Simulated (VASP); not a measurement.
Zn15CuO16 (a cell with a defect): single point with PBEsol+U

The system is Zn15CuO16 (a cell with a defect).

```
Cu Zn O
1.0
     6.49880    0.00000    0.00000
    -3.24940    5.62813    0.00000
     0.00000    0.00000   10.40760
Cu Zn O
1 15 16
Direct
  0.16667 0.33333 0.00000
  0.16667 0.33333 0.50000
  0.16667 0.83333 0.00000
  0.16667 0.83333 0.50000
  0.66667 0.33333 0.00000
  0.66667 0.33333 0.50000
  0.66667 0.83333 0.00000
  0.66667 0.83333 0.50000
  0.33333 0.16667 0.25000
  0.33333 0.16667 0.75000
  0.33333 0.66667 0.25000
  0.33333 0.66667 0.75000
  0.83333 0.16667 0.25000
  0.83333 0.16667 0.75000
  0.83333 0.66667 0.25000
  0.83333 0.66667 0.75000
  0.16667 0.33333 0.19105
  0.16667 0.33333 0.69105
  0.16667 0.83333 0.19105
  0.16667 0.83333 0.69105
  0.66667 0.33333 0.19105
  0.66667 0.33333 0.69105
  0.66667 0.83333 0.19105
  0.66667 0.83333 0.69105
  0.33333 0.16667 0.44105
  0.33333 0.16667 0.94105
  0.33333 0.66667 0.44105
  0.33333 0.66667 0.94105
  0.83333 0.16667 0.44105
  0.83333 0.16667 0.94105
  0.83333 0.66667 0.44105
  0.83333 0.66667 0.94105
```

```
Program                : VASP 6.6.1
Task                   : single point
Functional             : PBEsol
Potentials or basis    : VASP PAW PBE potentials, release 64 (Cu, Zn, O)
Cutoff                 : 450 eV
k mesh                 : 3 × 3 × 2
Occupations            : gaussian, width 0.03 eV
Spin                   : no spin polarisation
Hubbard terms          : Cu d U = 5 eV
Dq                     : 0
Further INCAR settings : LREAL = Auto; ALGO = Normal; EDIFF = 1e-05; NBANDS = 166
```

- Largest force: 0.340 eV/Å
- Band gap on the k mesh: none (metal or under the smearing width)
- Valence electrons inside the program's atomic spheres: Cu 10.02; Zn 10.86, 10.85; O 4.98, 4.99, 4.97, 5.00

Forces on the atoms (eV/Å):
```
Cu   0.000  0.000 -0.135
Zn   0.000  0.000 -0.017
Zn   0.053  0.031  0.030
Zn   0.008  0.005  0.010
Zn   0.000 -0.061  0.030
Zn   0.000 -0.009  0.010
Zn  -0.053  0.031  0.030
Zn  -0.008  0.005  0.010
Zn  -0.161  0.093 -0.049
Zn  -0.049  0.029  0.106
Zn   0.000 -0.185 -0.049
Zn   0.000 -0.057  0.106
Zn   0.161  0.093 -0.049
Zn   0.049  0.029  0.106
Zn   0.000  0.000  0.036
Zn   0.000  0.000 -0.006
O    0.000  0.000  0.340
O    0.000  0.000 -0.071
O    0.001  0.001 -0.067
O   -0.014 -0.008 -0.020
O    0.000 -0.001 -0.067
O    0.000  0.016 -0.020
O   -0.001  0.001 -0.067
O    0.014 -0.008 -0.020
O    0.030 -0.017  0.009
O    0.043 -0.025 -0.062
O    0.000  0.034  0.009
O    0.000  0.049 -0.062
O   -0.030 -0.017  0.009
O   -0.043 -0.025 -0.062
O    0.000  0.000 -0.032
O    0.000  0.000  0.014
```

Levels at points of the mesh, in eV from the Fermi level:
```
           k point  band 139  band 140  band 141  band 142  band 143  band 144  band 145  band 146  band 147  band 148
(0.00, 0.00, 0.00)     -0.62     -0.42     -0.42     -0.07      0.14      0.14      0.50      3.13      3.21      4.89
(0.00, 0.00, 0.50)     -0.70     -0.42     -0.36     -0.36      0.13      0.13      1.62      1.69      4.36      4.45
```

Eigenvalues of the final occupation matrices:
```
    site  spin  trace               eigenvalues
site 1 d     1   4.67  0.88 0.88 0.97 0.97 0.98
site 1 d     2   4.67  0.88 0.88 0.97 0.97 0.98
```

Wall time 3.2 min on 4 MPI ranks on Intel(R) Xeon(R) Platinum 8488C (Sapphire Rapids), on a shared host, peak memory 0.53 GiB a rank.

Caveat: the k mesh is coarse (spacing up to 0.37 Å⁻¹), so the values aren't converged; the PAW data sets were made with another functional, which shifts forces and pressure a little; an odd number of electrons without spin polarisation forces a metal; a magnetic or distorted state may lie lower; the run has no spin polarisation, though such a crystal can be magnetic; U without spin polarisation on a metal has little footing.
